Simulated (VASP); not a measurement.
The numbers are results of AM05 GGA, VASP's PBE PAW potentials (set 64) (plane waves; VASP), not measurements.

A VASP calculation is set up with these files.

### KPOINTS
```
Regular mesh
0
G
  13 13 7
```

**POSCAR**
```
Mg
1
    1.6282451472    -2.8202037780     0.0000000000
    1.6282451472     2.8202037780     0.0000000000
    0.0000000000     0.0000000000     5.2015394206
Mg
2
Direct
  0.3333330000   0.6666670000   0.2500000000
  0.6666670000   0.3333330000   0.7500000000
```

### INCAR
```
SYSTEM  =  Mg
PREC  =  Accurate; ENCUT  =  520; LREAL  =  .False.
LASPH  =  .True.
EDIFF  =  1E-7; NELM  =  100; ALGO  =  Normal
ISMEAR  =  1; SIGMA  =  0.1
GGA  =  AM
IBRION  =  2; NSW  =  30; ISIF  =  4
EDIFFG  =  -0.01
LWAVE  =  .False.; LCHARG  =  .False.
```

POTCAR, in this order: Mg (PBE.64 set). Program: vasp_std.

What VASP printed:

File OSZICAR:
```
       N       E                     dE             d eps       ncg     rms          rms(c)
DAV:   1    -0.271288541002E+00   -0.27129E+00   -0.12653E+03  1008   0.465E+02
DAV:   2    -0.325225100415E+01   -0.29810E+01   -0.28034E+01  1344   0.287E+01
DAV:   3    -0.327337199300E+01   -0.21121E-01   -0.20566E-01  1452   0.317E+00
DAV:   4    -0.327344247882E+01   -0.70486E-04   -0.70484E-04  1374   0.153E-01
DAV:   5    -0.327344288160E+01   -0.40278E-06   -0.40316E-06  1434   0.905E-03    0.103E+00
DAV:   6    -0.325740719201E+01    0.16036E-01   -0.18482E-03  1248   0.448E-01    0.654E-01
DAV:   7    -0.324045011290E+01    0.16957E-01   -0.10608E-02  1134   0.793E-01    0.385E-02
DAV:   8    -0.324045209778E+01   -0.19849E-05   -0.45985E-05  1380   0.691E-02    0.127E-02
DAV:   9    -0.324043870813E+01    0.13390E-04   -0.73893E-06  1320   0.174E-02    0.713E-04
DAV:  10    -0.324043863476E+01    0.73365E-07   -0.34217E-08  1392   0.164E-03
   1 F= -.32404386E+01 E0= -.32396973E+01  d E =-.324044E+01
       N       E                     dE             d eps       ncg     rms          rms(c)
DAV:   1    -0.324080330251E+01   -0.36459E-03   -0.10271E-03  1410   0.172E-01    0.107E-02
DAV:   2    -0.324079970596E+01    0.35966E-05   -0.68485E-06  1170   0.194E-02    0.644E-03
DAV:   3    -0.324079739807E+01    0.23079E-05   -0.35378E-06  1308   0.892E-03    0.122E-04
DAV:   4    -0.324079740480E+01   -0.67261E-08   -0.42712E-08   834   0.164E-03
   2 F= -.32407974E+01 E0= -.32400690E+01  d E =-.358770E-03
       N       E                     dE             d eps       ncg     rms          rms(c)
DAV:   1    -0.324104963683E+01   -0.25224E-03   -0.30828E-03  1386   0.297E-01    0.195E-02
DAV:   2    -0.324103770971E+01    0.11927E-04   -0.21321E-05  1170   0.338E-02    0.116E-02
DAV:   3    -0.324103033022E+01    0.73795E-05   -0.11503E-05  1254   0.160E-02    0.216E-04
DAV:   4    -0.324103034686E+01   -0.16633E-07   -0.14337E-07  1086   0.296E-03
   3 F= -.32410303E+01 E0= -.32403930E+01  d E =-.591712E-03
```

### OUTCAR
```
------------------------ aborting loop because EDIFF is reached ----------------------------------------
  FORCE on cell =-STRESS in cart. coord.  units (eV):
  Direction    XX          YY          ZZ          XY          YZ          ZX
  --------------------------------------------------------------------------------------
  Total       -0.5756982     -0.5756984     -0.5708996     -0.0000000      0.0000000      0.0000000
  in kB      -19.3082667    -19.3082724    -19.1473253     -0.0000000      0.0000000      0.0000000
  external PRESSURE =     -19.2546215 kB  Pullay stress =       0.0000000 kB
  volume of cell :       47.77
      direct lattice vectors                 reciprocal lattice vectors
     1.622318859 -2.809939107 -0.000000000     0.308200818 -0.177939799 -0.000000000
     1.622318859  2.809939107 -0.000000000     0.308200818  0.177939799 -0.000000000
     0.000000000  0.000000000  5.239611076     0.000000000  0.000000000  0.190853860
 POSITION                                       TOTAL-FORCE (eV/Angst)
 -----------------------------------------------------------------------------------
      1.62232      0.93665      1.30990        -0.000000      0.000000      0.000000
      1.62232     -0.93665      3.92971         0.000000     -0.000000      0.000000
 -----------------------------------------------------------------------------------
    total drift:                               -0.000000     -0.000005      0.000001
  FREE ENERGIE OF THE ION-ELECTRON SYSTEM (eV)
  ---------------------------------------------------
  free  energy   TOTEN  =        -3.2410303469 eV

  energy  without entropy=       -3.2391181703  energy(sigma->0) =       -3.24039295

 reached required accuracy - stopping structural energy minimisation
```
(Selected blocks of OUTCAR.)

### CONTCAR
```
Mg
   1.00000000000000
     1.6223188587492423   -2.8099391065531427   -0.0000000000000000
     1.6223188587492423    2.8099391065531427   -0.0000000000000000
     0.0000000000000000    0.0000000000000000    5.2396110757405134
  Mg
     2
Direct
     0.3333330000000032    0.6666669999999968    0.2500000000000000
     0.6666669999999968    0.3333330000000032    0.7500000000000000
```

OUTCAR:
```
 val. band max:        2.4525433716   @ k =   0.3077   0.1538   0.1429

 cond. band min:       2.4663589495   @ k =   0.3077   0.0000   0.0000


 Fermi energy:         2.4619115887

 k-point     1 :       0.0000    0.0000    0.0000
  band No.  band energies     occupation
      1      -4.3357      2.00000
      2       0.8052      2.00000
      3       1.2550      2.00000
      4      13.0597      0.00000
      5      13.0597      0.00000
      6      13.1224      0.00000

 k-point     2 :       0.0769    0.0000    0.0000
  band No.  band energies     occupation
      1      -4.2228      2.00000
      2       0.9089      2.00000
      3       1.3648      2.00000
      4      11.0160      0.00000
      5      11.9435      0.00000
      6      12.7607      0.00000

 k-point     3 :       0.1538    0.0000    0.0000
  band No.  band energies     occupation
      1      -3.8848      2.00000
      2       1.2201      2.00000
      3       1.6910      2.00000
      4       8.7328      0.00000
      5      10.9860      0.00000
      6      11.6934      0.00000

 k-point     4 :       0.2308   -0.0000    0.0000
  band No.  band energies     occupation
      1      -3.3240      2.00000
      2       1.7391      2.00000
      3       2.2193      2.00321
      4       6.5934      0.00000
      5      10.2211      0.00000
      6      10.5581      0.00000

 k-point     5 :       0.3077    0.0000    0.0000
  band No.  band energies     occupation
      1      -2.5443      2.00000
      2       2.4664      0.92481
      3       2.8735     -0.00000
      4       4.7080      0.00000
      5       9.2663      0.00000
      6       9.2892      0.00000

 k-point     6 :       0.3846    0.0000    0.0000
  band No.  band energies     occupation
      1      -1.5511      2.00000
      2       2.5251      0.13250
      3       3.4014     -0.00000
      4       4.2048     -0.00000
      5       7.4939      0.00000
      6       7.8954      0.00000
...
```

The compound is Mg in the hcp structure. This cell is one point of a volume scan, at 1.06 of the reference volume. Symmetry was kept, so distortions that lower it aren't found.
